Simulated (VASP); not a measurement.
Level of theory: vdW-DF2, VASP's PBE PAW potentials (set 64) (plane waves; VASP 6.6.1).

A VASP calculation is set up with these files.

### INCAR
```
SYSTEM = Ti
PREC = Accurate
ENCUT = 520
EDIFF = 1E-7
NELM = 100
ALGO = Normal
LREAL = .FALSE.
LASPH = .TRUE.
ISMEAR = 1
SIGMA = 0.1
GGA = ML
ZAB_VDW = -1.8867
LUSE_VDW = .TRUE.
AGGAC = 0.0
LMAXMIX = 4
LWAVE = .FALSE.
LCHARG = .FALSE.
ISIF = 4
IBRION = 2
NSW = 30
EDIFFG = -0.01
```

File KPOINTS:
```
Automatic mesh
0
Gamma
14 14 8
0 0 0
```

**POSCAR**
```
Ti
1
    1.4530711835    -2.5167931754     0.0000000000
    1.4530711835     2.5167931754     0.0000000000
    0.0000000000     0.0000000000     4.6136636860
Ti
2
Direct
  0.3333330000   0.6666670000   0.2500000000
  0.6666670000   0.3333330000   0.7500000000
```

POTCAR, in this order: Ti_sv (PBE.64 set). Program: vasp_std.

Output

OSZICAR:
```
       N       E                     dE             d eps       ncg     rms          rms(c)
DAV:   1     0.255834096674E+03    0.25583E+03   -0.13766E+04  3848   0.189E+03
DAV:   2     0.189490603718E+02   -0.23689E+03   -0.23559E+03  3976   0.494E+02
DAV:   3    -0.877359041908E+01   -0.27723E+02   -0.27404E+02  7536   0.136E+02
DAV:   4    -0.993303867880E+01   -0.11594E+01   -0.11593E+01  3976   0.297E+01
DAV:   5    -0.999845772763E+01   -0.65419E-01   -0.65419E-01  6248   0.477E+00    0.113E+01
DAV:   6    -0.860253793675E+01    0.13959E+01   -0.56673E+00  4528   0.277E+01    0.322E+00
DAV:   7    -0.862217941605E+01   -0.19641E-01   -0.55852E-01  5792   0.661E+00    0.196E+00
DAV:   8    -0.865476696517E+01   -0.32588E-01   -0.18621E-01  4360   0.580E+00    0.634E-01
DAV:   9    -0.864827741585E+01    0.64895E-02   -0.35302E-02  4616   0.230E+00    0.549E-02
DAV:  10    -0.864832340841E+01   -0.45993E-04   -0.20078E-03  5888   0.399E-01    0.587E-02
DAV:  11    -0.864827522929E+01    0.48179E-04   -0.12736E-04  5168   0.108E-01    0.156E-02
DAV:  12    -0.864824345179E+01    0.31778E-04   -0.94930E-06  4776   0.341E-02    0.332E-03
DAV:  13    -0.864824522050E+01   -0.17687E-05   -0.24755E-07  3784   0.531E-03    0.228E-03
DAV:  14    -0.864824893764E+01   -0.37171E-05   -0.15864E-07  3184   0.413E-03    0.231E-04
DAV:  15    -0.864824872814E+01    0.20950E-06   -0.21731E-08  2360   0.171E-03    0.866E-05
DAV:  16    -0.864824877078E+01   -0.42640E-07   -0.64627E-09  2304   0.875E-04
   1 F= -.86482488E+01 E0= -.86489654E+01  d E =-.864825E+01
```

OUTCAR:
```
------------------------ aborting loop because EDIFF is reached ----------------------------------------
  FORCE on cell =-STRESS in cart. coord.  units (eV):
  Direction    XX          YY          ZZ          XY          YZ          ZX
  --------------------------------------------------------------------------------------
  Total        1.5586235      1.5586236      1.5351506      0.0000000      0.0000000      0.0000000
  in kB       74.0016583     74.0016617     72.8871922      0.0000000      0.0000000      0.0000000
  external PRESSURE =      73.6301707 kB  Pullay stress =       0.0000000 kB
  volume of cell :       33.75
      direct lattice vectors                 reciprocal lattice vectors
     1.453071184 -2.516793175  0.000000000     0.344098765 -0.198665510  0.000000000
     1.453071184  2.516793175  0.000000000     0.344098765  0.198665510  0.000000000
     0.000000000  0.000000000  4.613663686     0.000000000  0.000000000  0.216747485
 POSITION                                       TOTAL-FORCE (eV/Angst)
 -----------------------------------------------------------------------------------
      1.45307      0.83893      1.15342         0.000000      0.000000      0.000000
      1.45307     -0.83893      3.46025        -0.000000     -0.000000      0.000000
 -----------------------------------------------------------------------------------
    total drift:                                0.000000      0.001064     -0.000020
  FREE ENERGIE OF THE ION-ELECTRON SYSTEM (eV)
  ---------------------------------------------------
  free  energy   TOTEN  =        -8.6482487708 eV

  energy  without entropy=       -8.6503987489  energy(sigma->0) =       -8.64896543

 reached required accuracy - stopping structural energy minimisation
```
(Selected blocks of OUTCAR.)

The compound is Ti in the hcp structure. This cell is one point of a volume scan, at 0.94 of the reference volume.
